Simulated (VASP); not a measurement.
# TiO2 in VASP: a PBE single point

TiO2 built on the anatase prototype, under +2.0 % equal strain in all directions is computed at one geometry. Runs: PBE.

Program: VASP 6.6.1. PAW datasets, plane waves. No spin polarisation and no zero-point or thermal motion.

The cell comes from an earlier relaxation with r2SCAN in another program, then strained, with the atoms relaxed again.

The symmetry is I4_1/amd (No. 141, tetragonal); a = 3.853 Å, c = 9.775 Å in the conventional setting, 12.10 Å³ an atom. Near Ti stand 6 O at 1.98–2.00 Å; near O stand 3 Ti at 1.98–2.00 Å.

Structure file:

```xyz
6
Lattice="-1.9267 1.9267 4.8875 1.9267 -1.9267 4.8875 1.9267 1.9267 -4.8875" Properties=species:S:1:pos:R:3 pbc="T T T"
Ti    0.0000    1.9267    2.4438
Ti    0.0000    0.0000    0.0000
O     0.0000    1.9267    0.4409
O     0.0000    0.0000    7.7722
O     0.0000    0.0000    2.0029
O     0.0000    1.9267    4.4466
```

```
level  gap (eV)  pressure (GPa)  largest force (eV/Å)
  PBE      2.06           -5.48                 0.108
```

What this shows: Forces up to 0.11 eV/Å (PBE) show atoms off their equilibrium places at that level.

**Question.** Which input and command would start the first run of this session?

One input that does so (others would too):

INCAR

```
ENCUT = 520.000000
SIGMA = 0.020000
EDIFF = 1.00e-07
GGA = PE
PREC = Accurate
IBRION = -1
ISIF = 2
ISMEAR = -1
NBANDS = 33
NELM = 120
NSW = 0
LASPH = .TRUE.
LCHARG = .TRUE.
LELF = .TRUE.
LWAVE = .FALSE.
LREAL = .FALSE.
```

KPOINTS

```
KPOINTS created by Atomic Simulation Environment
0
Gamma
10 10 10
0 0 0
```

KPOINTS_OPT

```
special points
11
Reciprocal
0.0000000000 0.0000000000 0.0000000000 1
0.0000000000 0.0000000000 0.5000000000 1
0.2500000000 0.2500000000 0.2500000000 1
0.0000000000 0.5000000000 0.0000000000 1
0.5000000000 0.5000000000 -0.5000000000 1
0.2888485976 0.7111514024 -0.2888485976 1
-0.2888485976 0.2888485976 0.2888485976 1
-0.0776971953 0.0776971953 0.5000000000 1
0.5000000000 0.5000000000 -0.0776971953 1
0.3000000000 0.3000000000 -0.3000000000 1
0.0000000000 0.0000000000 0.4270830000 1
```

POSCAR

```
Ti O
 1.0000000000000000
    -1.9266767868000001    1.9266767868000001    4.8875498066000000
     1.9266767868000001   -1.9266767868000001    4.8875498066000000
     1.9266767868000001    1.9266767868000001   -4.8875498066000000
 Ti  O
   2   4
Cartesian
 -0.0000000000000003  1.9266767868000008  2.4437749033000005
 -0.0000000000000000 -0.0000000000000000  0.0000000000000000
  0.0000000000000000  1.9266767868000001  0.4409184107256916
 -0.0000000000000000  0.0000000000000000  7.7722431206256921
  0.0000000000000000 -0.0000000000000000  2.0028564925743089
 -0.0000000000000000  1.9266767868000005  4.4466313958743093
```

Potentials: the recommended PBE PAW datasets, 48 valence electrons in the neutral cell.

Launch:

```bash
$ mpirun -np 1 vasp_std
```
